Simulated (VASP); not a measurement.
A VASP calculation is set up with these files.

INCAR:
```
! general
SYSTEM = P
PREC   = Accurate
ENCUT  = 400
LREAL  = .FALSE.
LASPH  = .TRUE.

! electronic loop
EDIFF  = 1E-6
NELM   = 100
ALGO   = Normal

! smearing
ISMEAR = 1
SIGMA  = 0.1

! functional
GGA    = PS

! ions
IBRION = 2
NSW    = 60
ISIF   = 3
EDIFFG = -0.01

! output
LWAVE  = .FALSE.
LCHARG = .FALSE.
```

KPOINTS:
```
Automatic mesh
0
Gamma
14 14 8
0 0 0
```

### POSCAR
```
P
1
    2.7010898699    -0.0000000100    -0.0000000000
   -1.3505444523     2.3392124152     0.0000000000
   -0.0000000000    -0.0000000000     4.4314919335
P
2
Direct
  0.3333330000   0.6666670000   0.2500000000
  0.6666670000   0.3333330000   0.7500000000
```

POTCAR, in this order: P (PBE.64 set). Program: vasp_std.

Task: Translate this PBEsol calculation to Ansatz.

Result: One equivalent input (not run):
Ansatz 0.2 input:
```yaml
crystal:
  lattice:
    - [2.7010899, -0.0000000, 0.0000000]
    - [-1.3505445, 2.3392124, 0.0000000]
    - [0.0000000, 0.0000000, 4.4314919]
  atoms:
    - { symbol: P, position: [0.3333330, 0.6666670, 0.2500000] }
    - { symbol: P, position: [0.6666670, 0.3333330, 0.7500000] }
kpoints:
  mp_grid: { grid: [14, 14, 8] }
hamiltonian:
  xc: pbesol
  pseudopotentials: { kind: paw }
scf:
  occupations: { method: methfessel_paxton, width: 0.1 }
  max_iter: 100
relax:
  max_steps: 60
  f_tol: 0.01
  cell: {}
output: { forces: true, stress: true, eigenvalues: true }
```
What does not carry over: each code has its own PAW files, so the cut-off isn't converted (ENCUT is set for VASP's; basis.ecutwfc is left out, and Ansatz then takes the one that its files recommend); Ansatz stops its SCF on the density residual and VASP on the energy change (EDIFF).

The structure was generated: P was put into the hcp type (P6_3/mmc), which need not be its known phase. This run relaxes it. Symmetry was kept, so distortions that lower it aren't found. The start is the result of an earlier pass.
